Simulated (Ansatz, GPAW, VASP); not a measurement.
**PdAu3 (P1, 4 atoms in the cell) computed with different codes at matched settings**

Self-consistent single point.

```
PdAu3
1.0
   -2.05260     2.05260     4.00265
    2.05260    -2.05260     4.00265
    2.05260     2.05260    -4.00265
Pd Au
1 3
Direct
  0.96939   0.00369   0.98641
  0.76710   0.22851   0.49291
  0.26087   0.76775   0.52682
  0.50264   0.50005   0.99385
```

All programs got the same cell, k-point mesh and kind of occupations (in Ansatz's words: kpoints.mp_grid.grid = 5 5 6; scf.occupations.method = gaussian; scf.occupations.width = 0.0037 Ry); potentials, basis and cutoffs are each program's usual ones.

| code | model | pressure (GPa) | largest force (eV/Å) | cutoff |
|---|---|---|---|---|
| GPAW | PBEsol, GPAW PAW datasets PBEsol (made by gpaw-setup) | -1.16 | 1.162 | 550 eV |
| Ansatz | PBEsol, PAW files made with PBE | -3.64 | 1.057 | 30.9 Ry |
| VASP | PBEsol, VASP's PBE PAW potentials (set 64) | -4.35 | 1.043 | 300 eV |

Size of the force on each atom (eV/Å): Sizes of forces hide their directions.

```
code      Pd1    Au2    Au3    Au4
------  -----  -----  -----  -----
GPAW    1.016  1.162  0.870  0.220
Ansatz  0.964  1.057  0.788  0.202
VASP    0.951  1.043  0.778  0.199
```

The spread over the programs that give each value: pressure within 3.19 GPa; largest force within 0.119 eV/Å.

The starting cell comes from a database of computed structures (which also holds hypothetical and non-ambient phases and stackings), without a prior relaxation at this level. Its atoms were displaced at random from the sites of space group no. 139. On Ansatz's run: Spin-orbit coupling is off. Spin polarisation is off. In the base run, with a pressure of about -4 GPa the cell is away from its equilibrium volume at this level. In the base run, forces exceed 1 eV/Å.

Why do the programs differ, and what cannot be compared?

Differences of this kind can come from the potentials, where these differ, and from what each basis and cutoff leave unconverged. The valence holds different numbers of electrons (GPAW 49, Ansatz (a first-principles code) 75, VASP 43). The zero of total energies and Fermi levels follows the potentials and each program's conventions, so they are not compared here. Ansatz's pressure is given at a fixed set of plane waves, as the other plane-wave codes print theirs; with its correction for the finite basis it is -3.60 GPa. Ansatz's smearing width was typed in Ry to four decimals, so it matches the others to a few per cent. In the pressure, GPAW (by 2.48) lies more than 1 GPa from the median of the plane-wave programs. In the force vectors, GPAW (by 0.105) lies more than 0.08 eV/Å from the median of the plane-wave programs.

VASP's run is marked for a possible Pulay error in its stress at this cutoff; no cutoff test was made.

Left out of this page: Quantum ESPRESSO, CP2K, Elk and SIESTA (not drawn, or without a comparable value); ABINIT and FLEUR (stopped by limits of time or memory).

Keys are those of Ansatz 0.2.
